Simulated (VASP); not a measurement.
Input:

```
NaF
1.0
    0.00000     2.42806     2.42806
    2.42806     0.00000     2.42806
    2.42806     2.42806     0.00000
Na F
1 1
Cartesian
  0.00000   0.00000   0.00000
  2.42806   2.42806   2.42806
```

The numbers are results of RPBE GGA, VASP's PBE PAW potentials (set 64) (plane waves; VASP), not measurements. Settings: 520 eV cut-off, 9×9×9 Γ-centred mesh, Gaussian smearing of 0.050 eV, potentials Na_pv F.

Task: Predict the energy per atom (σ→0), band gap (on the k-mesh) with the smallest direct gap where there is one.

Result: 
- band gap (on the k-mesh) = 5.91 eV
- smallest direct gap (on the k-mesh) = 5.91 eV
- energy per atom (σ→0) = -4.096 eV/atom

The compound is NaF in the rock salt structure. This cell is one point of a volume scan, at 1.03 of the reference volume.
